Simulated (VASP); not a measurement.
Given:

```
CELL_PARAMETERS angstrom
      0.00000     2.99377     2.99377
      2.99377     0.00000     2.99377
      2.99377     2.99377     0.00000
ATOMIC_POSITIONS crystal
  Pb 0.00000 0.00000 0.00000
  S  0.50000 0.50000 0.50000
```

These are TPSS meta-GGA, VASP's PBE PAW potentials (set 64) (plane waves; VASP) values and carry that method's errors. Numerical set-up: 520 eV cut-off, 7×7×7 Γ-centred mesh, Gaussian smearing of 0.050 eV, potentials Pb_d S.

Question: Predict the energy per atom (σ→0).

Answer: 
```
Item                           Result
---------------------  --------------
energy per atom (σ→0)  -6.677 eV/atom
```

Only differences to runs with the same potentials and settings are physical.

The compound is PbS in the rock salt structure. It was relaxed first. The start is the result of an earlier pass.
